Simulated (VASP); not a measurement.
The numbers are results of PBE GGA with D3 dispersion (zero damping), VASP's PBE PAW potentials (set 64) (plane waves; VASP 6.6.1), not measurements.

VASP input:

### INCAR
```
NEDOS = 601   # DOS grid
LMAXMIX = 4   # l cut-off of mixed one-centre charges
NELM = 100   # most electronic steps
LASPH = .TRUE.   # aspherical one-centre terms
PREC = Accurate
LCHARG = .TRUE.
LORBIT = 11
LEFG = .TRUE.
ALGO = Normal
IVDW = 11   # D3, zero damping
ENCUT = 520   # plane-wave cut-off (eV)
LREAL = .FALSE.   # projection in real space or not
SYSTEM = BaTiO3
EDIFF = 1E-7
GGA = PE   # PBE
LWAVE = .FALSE.
ISIF = 2
ISMEAR = -5   # tetrahedra, Bloechl
```

### POSCAR
```
BaTiO3
1
    4.0155547863     0.0000000000     0.0000000000
    0.0000000000     4.0155547863     0.0000000000
    0.0000000000     0.0000000000     4.0155547863
Ba Ti O
1 1 3
Direct
  0.0000000000   0.0000000000   0.0000000000
  0.5000000000   0.5000000000   0.5000000000
  0.5000000000   0.0000000000   0.5000000000
  0.0000000000   0.5000000000   0.5000000000
  0.5000000000   0.5000000000   0.0000000000
```

### KPOINTS
```
Automatic mesh
0
Gamma
6 6 6
0 0 0
```

POTCAR, in this order: Ba_sv Ti_sv O (PBE.64 set). Program: vasp_std.

Output of the run:

OSZICAR:
```
       N       E                     dE             d eps       ncg     rms          rms(c)
DAV:   1     0.453482675014E+03    0.45348E+03   -0.21525E+04   960   0.180E+03
DAV:   2    -0.624177350676E+01   -0.45972E+03   -0.45389E+03  1184   0.489E+02
DAV:   3    -0.489820973627E+02   -0.42740E+02   -0.42690E+02  1424   0.144E+02
DAV:   4    -0.509614566532E+02   -0.19794E+01   -0.19782E+01  1352   0.278E+01
DAV:   5    -0.510338206052E+02   -0.72364E-01   -0.72359E-01  1376   0.378E+00    0.232E+01
DAV:   6    -0.401528886229E+02    0.10881E+02   -0.74955E+01  1456   0.765E+01    0.101E+01
DAV:   7    -0.401438412094E+02    0.90474E-02   -0.11856E+01  1200   0.251E+01    0.634E+00
DAV:   8    -0.399628719968E+02    0.18097E+00   -0.10682E+00  1240   0.994E+00    0.270E+00
DAV:   9    -0.399920676983E+02   -0.29196E-01   -0.23996E-01  1304   0.359E+00    0.119E+00
DAV:  10    -0.399798698966E+02    0.12198E-01   -0.84103E-02  1248   0.301E+00    0.402E-01
DAV:  11    -0.399787930151E+02    0.10769E-02   -0.72031E-03  1456   0.695E-01    0.616E-02
DAV:  12    -0.399788041189E+02   -0.11104E-04   -0.13942E-03  1136   0.399E-01    0.574E-02
DAV:  13    -0.399787651267E+02    0.38992E-04   -0.22320E-04  1312   0.112E-01    0.110E-02
DAV:  14    -0.399787721999E+02   -0.70732E-05   -0.27210E-05  1256   0.483E-02    0.204E-02
DAV:  15    -0.399787671939E+02    0.50060E-05   -0.16224E-05  1176   0.369E-02    0.279E-03
DAV:  16    -0.399787671807E+02    0.13149E-07   -0.10614E-06  1304   0.633E-03    0.175E-03
DAV:  17    -0.399787672285E+02   -0.47756E-07   -0.80276E-08   544   0.271E-03
   1 F= -.40846276E+02 E0= -.40846276E+02  d E =0.000000E+00
```

### OUTCAR
```
------------------------ aborting loop because EDIFF is reached ----------------------------------------
 Edisp (eV)   -0.86751
  FORCE on cell =-STRESS in cart. coord.  units (eV):
  Direction    XX          YY          ZZ          XY          YZ          ZX
  --------------------------------------------------------------------------------------
  Total      -0.05960    -0.05960    -0.05960    -0.00000    -0.00000     0.00000
  in kB      -1.47471    -1.47471    -1.47471    -0.00000    -0.00000     0.00000
  external pressure =       -1.47 kB  Pullay stress =        0.00 kB
  volume of cell :       64.75
      direct lattice vectors                 reciprocal lattice vectors
     4.015554786  0.000000000  0.000000000     0.249031592  0.000000000  0.000000000
     0.000000000  4.015554786  0.000000000     0.000000000  0.249031592  0.000000000
     0.000000000  0.000000000  4.015554786     0.000000000  0.000000000  0.249031592
 POSITION                                       TOTAL-FORCE (eV/Angst)
 -----------------------------------------------------------------------------------
      0.00000      0.00000      0.00000         0.000000      0.000000      0.000000
      2.00778      2.00778      2.00778         0.000000      0.000000      0.000000
      2.00778      0.00000      2.00778         0.000000      0.000000      0.000000
      0.00000      2.00778      2.00778         0.000000      0.000000      0.000000
      2.00778      2.00778      0.00000         0.000000      0.000000      0.000000
 -----------------------------------------------------------------------------------
    total drift:                                0.000000      0.000000     -0.000000
  FREE ENERGIE OF THE ION-ELECTRON SYSTEM (eV)
  ---------------------------------------------------
  free  energy   TOTEN  =       -40.8462755674 eV

  energy  without entropy=      -40.8462755674  energy(sigma->0) =      -40.84627557

 total charge

# of ion       s       p       d       tot
------------------------------------------
    1        2.007   5.651   0.324   7.982
    2        2.207   6.263   1.688  10.157
    3        1.564   3.463   0.000   5.027
    4        1.564   3.463   0.000   5.027
    5        1.564   3.463   0.000   5.027
--------------------------------------------------
tot          8.905  22.303   2.011  33.219

 Electric field gradients after diagonalization (V/A^2)
 (convention: |V_zz| > |V_xx| > |V_yy|)
----------------------------------------------------------------------
 ion       V_xx      V_yy      V_zz     asymmetry (V_yy - V_xx)/ V_zz
----------------------------------------------------------------------
   1       0.000     0.000     0.000      -0.313
   2       0.000     0.000    -0.000       0.310
   3     -12.832   -12.832    25.664       0.000
   4     -12.832   -12.832    25.664       0.000
   5     -12.832   -12.832    25.664       0.000
```
(Selected blocks of OUTCAR.)

The compound is BaTiO3 in the cubic perovskite structure, the ideal cubic form; the compound distorts at low or room temperature. It was relaxed first.
